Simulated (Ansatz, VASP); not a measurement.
**Cross-check of HfSi2N4 (HfSi2N4 monolayer) between VASP and Ansatz**

Wanted: the spread between two codes on one cell, functional and k mesh. The cell is taken from a series of runs on this material, whose earlier steps may have relaxed, scaled, displaced or heated it; both programs get it as it stands.

Program: Ansatz 0.2.0. Level of theory: plane waves, with VASP 6.6.1 beside it; single point at PBE with D3(BJ). Results are calculated unless marked as measured.

**1. The starting structure**

The cell holds 7 atoms: 4 N, 2 Si and 1 Hf. Cell: a = 3.020 Å, b = 3.020 Å, c = 24.941 Å, α = 90.0°, β = 90.0°, γ = 120.0°. Vacuum lies along c.

Structure file:

```xyz
7
Lattice="3.0204 0.0000 0.0000 -1.5102 2.6157 0.0000 0.0000 0.0000 24.9411" Properties=species:S:1:pos:R:3
N     0.0000    0.0000    9.0000
N     0.0000    1.7438   11.2187
N     0.0000    1.7438   13.7224
N     0.0000    0.0000   15.9411
Si    0.0000    1.7438    9.4802
Si    0.0000    1.7438   15.4609
Hf    0.0000    0.0000   12.4706
```

**2. VASP: single point, PBE with D3(BJ)**

A single point gives forces, pressure and levels at one fixed geometry, so differences don't come from the geometry; what else differs is listed under the comparison.

Lines of VASP's logs that name or quote its potential files are left out, and so is its time.

Contents of INCAR:

```
SYSTEM = HfSi2N4
PREC = Accurate
ENCUT = 520
EDIFF = 1E-06
NELM = 120
ISMEAR = -1
SIGMA = 0.02585
LREAL = .FALSE.
ALGO = Normal
GGA = PE
IVDW = 12
NBANDS = 26
LASPH = .TRUE.
LORBIT = 11
LWAVE = .FALSE.
LCHARG = .FALSE.
ISIF = 2
LDIPOL = .TRUE.
IDIPOL = 3
DIPOL = 0.5 0.5 0.5
LVHAR = .TRUE.
GGA_COMPAT = .FALSE.
EFERMI = MIDGAP
NELMDL = -8
KPAR = 2
```

Contents of POSCAR:

```
HfSi2N4
1.0
    3.0203797357      0.0000000000      0.0000000000
   -1.5101898679      2.6157255802      0.0000000000
    0.0000000000      0.0000000000     24.9411433924
N Si Hf
4 2 1
Direct
    0.0000000000      0.0000000000      0.3608495352
    0.3333333333      0.6666666667      0.4498086577
    0.3333333333      0.6666666667      0.5501913423
    0.0000000000      0.0000000000      0.6391504648
    0.3333333333      0.6666666667      0.3801027712
    0.3333333333      0.6666666667      0.6198972288
    0.0000000000      0.0000000000      0.5000000000
```

Contents of KPOINTS:

```
Automatic mesh
0
Gamma
18 18 1
0 0 0
```

Potentials, in the order of the species: N, Si and Hf_pv (PBE family, release 64).

Started as:

```sh
mpirun -np 2 vasp_std
```

Numbers of over 12 decimals in the logs are rounded to 6 here.

Log:

```text
[banner, memory and clock lines left out]
running    2 mpi-ranks, on    1 nodes
 distrk:  each k-point on    1 cores,    2 groups
 distr:  one band on    1 cores,    1 groups

 POSCAR found type information on POSCAR N SiHf
 POSCAR found :  3 types and       7 ions
 LDA part: xc-table for (Slater+PW92), standard interpolation
 POSCAR, INCAR and KPOINTS ok, starting setup
 FFT: planning ... GRIDC
 FFT: planning ... GRID_SOFT
 FFT: planning ... GRID
 WAVECAR not read
 entering main loop
       N       E                     dE             d eps       ncg     rms          rms(c)
DAV:   1     0.246925175988E+03    0.24693E+03   -0.18535E+04  2188   0.122E+03
DAV:   2    -0.418988508504E+02   -0.28882E+03   -0.28154E+03  2508   0.287E+02
DAV:   3    -0.707420554790E+02   -0.28843E+02   -0.28664E+02  2318   0.903E+01
DAV:   4    -0.714953291470E+02   -0.75327E+00   -0.75106E+00  2680   0.166E+01
DAV:   5    -0.715148866294E+02   -0.19557E-01   -0.19540E-01  2552   0.246E+00
DAV:   6    -0.715157054879E+02   -0.81886E-03   -0.81862E-03  2718   0.518E-01
DAV:   7    -0.715157427762E+02   -0.37288E-04   -0.37281E-04  2600   0.101E-01
DAV:   8    -0.715157446552E+02   -0.18790E-05   -0.18788E-05  2712   0.228E-02    0.644E+01
DAV:   9    -0.615535999027E+02    0.99621E+01   -0.46336E+01  2426   0.345E+01    0.551E+01
DAV:  10    -0.614294598239E+02    0.12414E+00   -0.26890E+00  2616   0.993E+00    0.213E+01
DAV:  11    -0.613999129895E+02    0.29547E-01   -0.28258E-01  2614   0.366E+00    0.182E+00
DAV:  12    -0.613966161745E+02    0.32968E-02   -0.38446E-02  2624   0.152E+00    0.885E-01
DAV:  13    -0.613960038348E+02    0.61234E-03   -0.11136E-02  2670   0.592E-01    0.286E-01
DAV:  14    -0.613955804109E+02    0.42342E-03   -0.44317E-03  2694   0.480E-01    0.189E-01
[...]
DAV:  21    -0.613963365573E+02   -0.66682E-04   -0.46848E-06  2132   0.118E-02    0.231E-03
DAV:  22    -0.613963473878E+02   -0.10831E-04   -0.90743E-07  2040   0.514E-03    0.258E-03
DAV:  23    -0.613963543142E+02   -0.69263E-05   -0.28138E-07  1862   0.255E-03    0.237E-03
DAV:  24    -0.613963611619E+02   -0.68478E-05   -0.71573E-07  1812   0.356E-03    0.107E-03
DAV:  25    -0.613963635857E+02   -0.24238E-05   -0.97436E-08  1910   0.192E-03    0.570E-04
DAV:  26    -0.613963652647E+02   -0.16790E-05   -0.39408E-08  1952   0.810E-04    0.770E-04
DAV:  27    -0.613963674537E+02   -0.21890E-05   -0.66197E-08  1858   0.846E-04    0.318E-04
DAV:  28    -0.613963676246E+02   -0.17086E-06   -0.68623E-09  1804   0.383E-04
   1 F= -.63043037E+02 E0= -.63043037E+02  d E =-.107165E-13
```

Parts of OUTCAR (step 2):

```text
ion  position               nearest neighbor table
   1  0.000  0.000  0.361-   5 1.81   5 1.81   5 1.81
   2  0.333  0.667  0.450-   5 1.74   7 2.15   7 2.15   7 2.15
   3  0.333  0.667  0.550-   6 1.74   7 2.15   7 2.15   7 2.15
   4  0.000  0.000  0.639-   6 1.81   6 1.81   6 1.81
   5  0.333  0.667  0.380-   2 1.74   1 1.81   1 1.81   1 1.81   7 3.46   7 3.46   7 3.46
   6  0.333  0.667  0.620-   3 1.74   4 1.81   4 1.81   4 1.81   7 3.46   7 3.46   7 3.46
   7  0.000  0.000  0.500-   2 2.15   3 2.15   2 2.15   3 2.15   2 2.15   3 2.15   5 3.46   6 3.46
                             5 3.46   6 3.46   5 3.46   6 3.46

  LATTYP: Found a hexagonal cell.
 ALAT       =     3.0203797357
 C/A-ratio  =     8.2576184370

 Subroutine GETGRP returns: Found 12 space group operations
 (whereof 12 operations were pure point group operations)

The static configuration has the point symmetry D_3h.

 Found     37 irreducible k-points:

   k-points           NKPTS =     37   k-points in BZ     NKDIM =     37   number of bands    NBANDS=     26

   dimension x,y,z NGX =    24 NGY =   24 NGZ =  192
   dimension x,y,z NGXF=    48 NGYF=   48 NGZF=  384

   ENCUT  =  520.0 eV  38.22 Ry    6.18 a.u.   5.62  5.62 46.37*2*pi/ulx,y,z

   NELECT =      38.0000    total number of electrons

 k-points in reciprocal lattice and weights: Automatic mesh
   0.00000000  0.00000000  0.00000000       0.003
   0.05555556  0.00000000  0.00000000       0.019
   0.11111111  0.00000000  0.00000000       0.019
   0.16666667  0.00000000  0.00000000       0.019
   0.22222222  0.00000000  0.00000000       0.019
   0.27777778  0.00000000  0.00000000       0.019
   0.33333333  0.00000000  0.00000000       0.019
   0.38888889  0.00000000  0.00000000       0.019
   0.44444444  0.00000000  0.00000000       0.019
[...]
0.33333333  0.27777778  0.00000000       0.037
   0.33333333  0.33333333  0.00000000       0.006

 dipolmoment           0.000000      0.000000      0.000000 electrons x Angstroem

 average (electrostatic) potential at core
       1 -69.2779       2 -68.3949       3 -68.3949       4 -69.2779       5 -90.8478
       6 -90.8478       7 -42.4748

 E-fermi :  -0.6950

 k-point     1 :       0.0000    0.0000    0.0000
  band No.  band energies     occupation
    ...
     15      -3.5868      2.00000
     16      -3.5868      2.00000
     17      -2.4850      2.00000
     18      -2.3469      2.00000
     19      -2.3469      2.00000
     20       1.0603      0.00000
     21       2.6833      0.00000
     22       3.0421      0.00000
     23       4.0136      0.00000
     24       4.0136      0.00000
    ...

 k-point     2 :       0.0556    0.0000    0.0000
  band No.  band energies     occupation
    ...
     15      -3.6479      2.00000
     16      -3.5359      2.00000
     17      -2.5277      2.00000
     18      -2.3984      2.00000
     19      -2.3104      2.00000
     20       1.1219      0.00000
     21       2.8051      0.00000
     22       2.8916      0.00000
     23       4.0443      0.00000
     24       4.1194      0.00000
    ...

 k-point     3 :       0.1111    0.0000    0.0000
  band No.  band energies     occupation
    ...
     15      -3.5485      2.00000
     16      -3.3901      2.00000
     17      -2.6438      2.00000
     18      -2.5419      2.00000
     19      -2.2842      2.00000
     20       1.1076      0.00000
     21       2.7933      0.00000
     22       3.0874      0.00000
     23       4.1351      0.00000
     24       4.4098      0.00000
    ...

 Edisp (eV)   -1.64667

  Total      -0.39416    -0.39416    -0.40486     0.00000     0.00000     0.00000
  in kB      -3.20492    -3.20492    -3.29185     0.00000     0.00000     0.00000
  external pressure =       -3.23 kB  Pullay stress =        0.00 kB

  energy-cutoff  :      520.00
  volume of cell :      197.05
      direct lattice vectors                 reciprocal lattice vectors
     3.020379736  0.000000000  0.000000000     0.331084197  0.191151550  0.000000000
    -1.510189868  2.615725580  0.000000000     0.000000000  0.382303101  0.000000000
     0.000000000  0.000000000 24.941143392     0.000000000  0.000000000  0.040094393

 POSITION                                       TOTAL-FORCE (eV/Angst)
 -----------------------------------------------------------------------------------
      0.00000      0.00000      9.00000        -0.000000     -0.000000      0.007300
     -0.00000      1.74382     11.21874         0.000000      0.000000      0.113583
     -0.00000      1.74382     13.72240         0.000000      0.000000     -0.113583
      0.00000      0.00000     15.94114        -0.000000     -0.000000     -0.007300
     -0.00000      1.74382      9.48020        -0.000000     -0.000000      0.000171
     -0.00000      1.74382     15.46095        -0.000000     -0.000000     -0.000171
      0.00000      0.00000     12.47057         0.000000     -0.000000     -0.000000
 -----------------------------------------------------------------------------------
    total drift:                                0.000000     -0.000000     -0.000000

  FREE ENERGIE OF THE ION-ELECTRON SYSTEM (eV)
  ---------------------------------------------------
  free  energy   TOTEN  =       -63.0430373193 eV

  energy  without entropy=      -63.0430373193  energy(sigma->0) =      -63.04303732

 vacuum level on the upper side and lower side of the slab         4.827         4.827

 total charge
# of ion       s       p       d       tot
------------------------------------------
    1        1.215   2.608   0.000   3.823
    2        1.244   2.627   0.000   3.872
    3        1.244   2.627   0.000   3.872
    4        1.215   2.608   0.000   3.823
    5        0.665   0.902   0.000   1.567
    6        0.665   0.902   0.000   1.567
    7        0.372   6.769   1.765   8.906
--------------------------------------------------
tot          6.621  19.043   1.765  27.429

[... 3 further parts left out ...]
```

**3. Ansatz: single point, PBE with D3(BJ)**

Ansatz runs on its default PAW (the set named soft_2) files.

The same cell, functional, mesh and smearing now go to Ansatz, which takes its cutoff from its data sets.

Contents of input.yaml:

```yaml
crystal:
  lattice:
    - [3.0203797357, 0.0, 0.0]
    - [-1.5101898679, 2.6157255802, 0.0]
    - [0.0, 0.0, 24.9411433924]
  atoms:
    - { symbol: "N", position: [0.0, 0.0, 0.3608495352] }
    - { symbol: Si, position: [0.3333333333, 0.6666666667, 0.3801027712] }
    - { symbol: "N", position: [0.3333333333, 0.6666666667, 0.4498086577] }
    - { symbol: Hf, position: [0.0, 0.0, 0.5] }
    - { symbol: "N", position: [0.3333333333, 0.6666666667, 0.5501913423] }
    - { symbol: Si, position: [0.3333333333, 0.6666666667, 0.6198972288] }
    - { symbol: "N", position: [0.0, 0.0, 0.6391504648] }
kpoints:
  mp_grid: { grid: [18, 18, 1] }
  band_path:
    path: [[0, 0, 0], [0.5, 0, 0], [0.33333333, 0.33333333, 0], [0, 0, 0]]
    npoints: 16
hamiltonian:
  xc: pbe
  dispersion: d3bj
scf:
  occupations: { method: fermi_dirac, width: 0.02585 }
  convergence: { dr2_threshold: 1.0e-10 }
efield:
  axis: 3
  dipole_correction: true
  ramp_position: 0.97
  ramp_width: 0.06
  amplitude: 0
output:
  dos: { projected: true, e_range: [-6, 5] }
  write_potential: true
  write_density: true
  volumetric_format: npy
  elf: true
```

Started as:

```sh
ansatz run input.yaml --threads 2 --pin off --max-ram 3072MiB --backend cpu --events-out ev --progress --plain --runs-dir out
```

Log:

```text
Engine: ansatz 0.2.0, x86_64-unknown-linux-gnu
Pseudopotentials: kind: paw
Pseudopotential: N, paw, valence charge 5, recommended cutoff 420 eV (normal), N.paw.azcp
Pseudopotential: Si, paw, valence charge 4, recommended cutoff 420 eV (normal), Si.paw.azcp
Pseudopotential: Hf, paw, valence charge 26, recommended cutoff 420 eV (normal), Hf.paw.azcp
Functional definition: PBE
  parameter kappa = 0.804
  parameter beta = 0.066725
  exchange = pbe_x(kappa = kappa, mu = beta*pi^2/3)
  correlation = pbe_c(beta = beta)
Crystal: 7 atoms, lattice volume = 197.047 Å³
Basis set: ecut = 420 eV, 3803 PW (Γ)
Bands: 34, of which v1, the nominal top of the filled ones, is band 27 counted from 1 (26 counted from 0)
Symmetry: 6 space group operations
k-points: 37 of 324 (time reversal used)
Non-local potential: N, projectors of the file, l = 0: 2, l = 1: 2, l = 2: 1
Non-local potential: Si, projectors of the file, l = 0: 2, l = 1: 2, l = 2: 2
Non-local potential: Hf, projectors of the file, l = 0: 3, l = 1: 2, l = 2: 2, l = 3: 3
PAW form: soft (Blöchl's): semilocal exchange-correlation on the pseudo side does not see the compensation charge
PAW one-centre angular grid: N, 110 points (default); XC on 64 Gauss nodes
PAW one-centre angular grid: Si, 110 points (default); XC on 64 Gauss nodes
PAW one-centre angular grid: Hf, 590 points (default); XC on 64 Gauss nodes
Initial density: superposition of atomic densities (neutral atoms: chi_scale 0, normalization atom), corrected by the library's trained network
Initial wavefunctions: pseudopotential atomic-orbital guess
Functional: x = pbe(κ = 0.804, μ = 0.219515), c = pbe(β = 0.066725)
SCF iter   1: F=—  HF=-18537.609153 eV  |F-HF|=—  |Δ(HF+E_count)|=         —  Δρ=4.51e-3  dr2=1.35e-1  ethr=1.77e-3  p=0.000 e·Å  D=2.17e-13 V/Å  ΔV_dip=-0.00 eV  dr2_dipole=7.06e-10  V_vac-E_F(+/−)=4.75/4.75 eV  ⟨swp⟩=9.1  Hψ=7395  notcnv=0  defer=10
efield: sawtooth ramp at fractional position 0.9700 (set: `efield.ramp_position`, or a place that a band, a saddle search or an elastic batch's reference lends), width 0.0600; the density the first Hamiltonian is built on has a dipole p = 0.000 e·Å; the dipole correction subtracts the counter field D = 2.17e-13 V/Å, which shifts the + side's vacuum level by -0.00 eV against the − side's; the planar-averaged density in the ramp window peaks in size at 1.4e-5 e/Å³
preconditioner: auto → none  [insulator: Δε(μ)=1.814 eV  Ē_g=15.713 eV  σ=0.026 eV  W_gap=1.00  n_scr=16 (ndim 8)  ℏωp=19.1 eV  f_vac=0.600  D(μ)=0.00/eV (n_scr^D=0)  ε∞_Penn≈2.5]
SCF iter   2: F=—  HF=-18537.632239 eV  |F-HF|=—  |Δ(HF+E_count)|=   2.31e-2  Δρ=5.47e-3  dr2=2.74e-1  ethr=2.51e-4  p=0.000 e·Å  D=1.80e-5 V/Å  ΔV_dip=-0.00 eV  dr2_dipole=1.31e-7  V_vac-E_F(+/−)=5.80/5.80 eV  ⟨swp⟩=4.5  Hψ=2799  notcnv=0  defer=88
SCF iter   3: F=—  HF=-18537.585823 eV  |F-HF|=—  |Δ(HF+E_count)|=   4.64e-2  Δρ=1.93e-3  dr2=9.28e-3  ethr=2.51e-4  p=-0.000 e·Å  D=-4.53e-5 V/Å  ΔV_dip=0.00 eV  dr2_dipole=5.12e-8  V_vac-E_F(+/−)=5.38/5.38 eV  ⟨swp⟩=3.8  Hψ=1917  notcnv=0  defer=86
SCF iter   4: F=—  HF=-18537.587805 eV  |F-HF|=—  |Δ(HF+E_count)|=   1.98e-3  Δρ=8.85e-4  dr2=1.99e-3  ethr=1.72e-5  p=0.000 e·Å  D=3.07e-4 V/Å  ΔV_dip=-0.01 eV  dr2_dipole=4.03e-6  V_vac-E_F(+/−)=5.51/5.51 eV  ⟨swp⟩=3.3  Hψ=2948  notcnv=0  defer=84
SCF iter   5: F=—  HF=-18537.588133 eV  |F-HF|=—  |Δ(HF+E_count)|=   3.28e-4  Δρ=2.58e-4  dr2=1.59e-4  ethr=3.68e-6  p=-0.001 e·Å  D=-6.01e-4 V/Å  ΔV_dip=0.01 eV  dr2_dipole=1.71e-5  V_vac-E_F(+/−)=5.54/5.52 eV  ⟨swp⟩=2.7  Hψ=2233  notcnv=0  defer=84
SCF iter   6: F=—  HF=-18537.588206 eV  |F-HF|=—  |Δ(HF+E_count)|=   7.22e-5  Δρ=1.82e-4  dr2=3.87e-4  ethr=2.95e-7  p=0.002 e·Å  D=1.54e-3 V/Å  ΔV_dip=-0.04 eV  dr2_dipole=1.11e-4  V_vac-E_F(+/−)=5.52/5.56 eV  ⟨swp⟩=3.1  Hψ=2346  notcnv=0  defer=84
SCF iter   7: F=—  HF=-18537.588168 eV  |F-HF|=—  |Δ(HF+E_count)|=   3.77e-5  Δρ=7.87e-5  dr2=2.75e-5  ethr=2.95e-7  p=-0.000 e·Å  D=-3.82e-4 V/Å  ΔV_dip=0.01 eV  dr2_dipole=6.06e-6  V_vac-E_F(+/−)=5.55/5.54 eV  ⟨swp⟩=2.0  Hψ=1514  notcnv=0  defer=84
SCF iter   8: F=—  HF=-18537.588170 eV  |F-HF|=—  |Δ(HF+E_count)|=   2.08e-6  Δρ=2.53e-5  dr2=1.59e-6  ethr=5.09e-8  p=-0.000 e·Å  D=-6.03e-5 V/Å  ΔV_dip=0.00 eV  dr2_dipole=2.03e-7  V_vac-E_F(+/−)=5.55/5.55 eV  ⟨swp⟩=2.0  Hψ=1445  notcnv=0  defer=84
SCF iter   9: F=—  HF=-18537.588203 eV  |F-HF|=—  |Δ(HF+E_count)|=   3.26e-5  Δρ=8.48e-6  dr2=8.21e-8  ethr=2.94e-9  p=-0.000 e·Å  D=-1.06e-5 V/Å  ΔV_dip=0.00 eV  dr2_dipole=2.90e-9  V_vac-E_F(+/−)=5.55/5.55 eV  ⟨swp⟩=2.1  Hψ=2106  notcnv=0  defer=84
SCF iter  10: F=—  HF=-18537.588203 eV  |F-HF|=—  |Δ(HF+E_count)|=   5.66e-8  Δρ=3.32e-6  dr2=3.42e-8  ethr=1.52e-10  p=0.000 e·Å  D=1.36e-5 V/Å  ΔV_dip=-0.00 eV  dr2_dipole=1.19e-9  V_vac-E_F(+/−)=5.55/5.55 eV  ⟨swp⟩=3.2  Hψ=2448  notcnv=0  defer=84
SCF iter  11: F=—  HF=-18537.588203 eV  |F-HF|=—  |Δ(HF+E_count)|=   5.56e-9  Δρ=1.85e-6  dr2=1.21e-8  ethr=6.34e-11  p=-0.000 e·Å  D=-6.44e-6 V/Å  ΔV_dip=0.00 eV  dr2_dipole=4.10e-10  V_vac-E_F(+/−)=5.55/5.55 eV  ⟨swp⟩=2.1  Hψ=2009  notcnv=0  defer=84
SCF iter  12: F=—  HF=-18537.588203 eV  |F-HF|=—  |Δ(HF+E_count)|=   1.46e-9  Δρ=4.86e-7  dr2=3.09e-10  ethr=2.23e-11  p=0.000 e·Å  D=5.05e-7 V/Å  ΔV_dip=-0.00 eV  dr2_dipole=8.55e-12  V_vac-E_F(+/−)=5.55/5.55 eV  ⟨swp⟩=2.0  Hψ=1580  notcnv=0  defer=84
SCF iter  13: F=-18537.588203 eV  HF=-18537.588203 eV  |F-HF|=1.46e-11  |Δ(HF+E_count)|=  2.33e-10  Δρ=2.07e-7  dr2=7.52e-11  ethr=1.00e-12  p=0.000 e·Å  D=5.87e-8 V/Å  ΔV_dip=-0.00 eV  dr2_dipole=4.15e-14  V_vac-E_F(+/−)=5.55/5.55 eV  ⟨swp⟩=13.6  Hψ=4854  notcnv=0
SCF 1 converged in 13 iterations: F = -18537.588203 eV  dr2 = 7.52e-11
  greatest PAW one-centre occupation: 0.999 electrons in one spin orbital (limit 2), on the Hf atom at site 3 (counted from 0), in its partial waves of l = 0
NSCF: frozen V_eff on 49 k-points
efield: sawtooth ramp at fractional position 0.9700 (kept from the solve that this one continues, or follows in the run), width 0.0600; the density the first Hamiltonian is built on has a dipole p = 0.000 e·Å; the dipole correction subtracts the counter field D = 5.87e-8 V/Å, which shifts the + side's vacuum level by -0.00 eV against the − side's; the planar-averaged density in the ramp window peaks in size at 8.2e-7 e/Å³
WARN: The output density's exchange-correlation potential varies sharply where the density is thin. Do not read a vacuum level from v_tot or v_xc, or from such a field of the output density. On a cell that repeats whose density bears no net charge and no dipole along the vacuum's axis use v_es (v_loc + v_h of the components); under efield.dipole_correction with no amplitude use v_es + v_field, which holds any externa [...]
SCF converged after 13 iterations
Free energy (F): -18537.588203 eV
Harris-Foulkes:  -18537.588203 eV  (|F-HF|=1.46e-11)
Internal energy: -18537.588203 eV  (E = F + TS)
E sigma→0 (E₀):  -18537.588203 eV
Fermi energy:    1.496558 eV
Dipole field:    D = -0.000000 V/Å  (p = -0.000000 e·Å, saw-weighted, corrected)
Work function:   Φ+ = 5.5534 eV   Φ− = 5.5534 eV
Levels:          The Fermi level and band energies are counted from a zero that moves with the ramp; work functions are not
--- Per-component energies (eV) ---
  E_band       = -611.313433
  E_kinetic    = 1047.314337
  E_local      = -80158.618803  (includes V_loc(G=0)·N_el)
  E_nonlocal   = -1013.289025
  E_hartree    = 39425.050885
  E_xc         = -656.422143
  E_vxc        = -672.889910  (∫ρ·V_xc dr)
  E_paw        = -8465.195444  (= ΣΔE_a)
  E_vpaw       = 1336.067187  (= ΣTr[D̂ρ^β])
  E_aug_tail   = 0.000399  (compensation charges beyond the density's cutoff)
  E_efield     = 0.000000  (sawtooth field / dipole correction)
  E_vefield    = 0.000000  (∫n·V_field dr)
  E_ewald      = 31285.218609
  E_disp       = -1.647017  (pairwise vdW)
  E_smearing   = -0.000000  (= −TS)
  E_closure    = 0.000000  (closes the sum)
  Σ components = -18537.588203   (vs F -18537.588203, Δ=0.00e0)
--- Band table (eV; the first three rows and the last of 37) ---
  k-point 0: bands = [... 23 lower, -1.3724, -0.2502, -0.0873, -0.0873, 3.2822, 4.8976, 5.2558, 6.2268, ... 3 higher]
  k-point 1: bands = [... 23 lower, -1.3203, -0.2833, -0.1404, -0.0627, 3.3445, 5.0195, 5.1066, 6.2581, ... 3 higher]
  k-point 2: bands = [... 23 lower, -1.1709, -0.3966, -0.2879, -0.0455, 3.3321, 5.0098, 5.3025, 6.3507, ... 3 higher]
  k-point 36: bands = [... 23 lower, -2.0229, -1.8797, -0.0783, 0.7346, 3.0203, 6.1734, 6.3812, 7.4090, ... 3 higher]
```

**4. Comparison**

Known differences besides the potentials themselves: the data sets hold 54 valence electrons in Ansatz (on its default PAW (the set named soft_2) files) and 38 in VASP; the cutoff is 420 eV in Ansatz and 520 eV in VASP. Total energies have different zeros and are not compared.

Compared:

```
              quantity  Ansatz   VASP  difference
gap on the k mesh (eV)   1.574  1.562      +0.012
```

A gap on the mesh is an upper bound, since the band edges may lie between its points; neither run holds spin-orbit coupling, which can move the band edges of a compound of Hf. With vacuum in the cell, a pressure given here is an average over mostly empty space and none of the material.

**5. What came out**

```
difference in gap on the k mesh (single point, PBE with D3(BJ)) : 0.012 eV
```

What this shows: The difference in gap on the k mesh is 0.012 eV (single point, PBE with D3(BJ)), within the 0.08 eV picked in this series as the mark of a large difference. The data sets hold unlike numbers of valence electrons (54 in Ansatz and 38 in VASP), so part of the differences comes from the potentials. How closely two codes agree says nothing of how well the functional describes the real material.

[Lines on the potential files, build, host, timing and source positions are cut from VASP's logs without a mark.]

[Logs are printed without paths, hosts, clocks, repeated set-up lines and the standing remarks that a program may print on its own settings, such as how far it seeks lower states.]

[Hosts, paths, dates, database ids (printed as entryN), source tags and the programs' standing remarks are cut or masked in the printed files.]
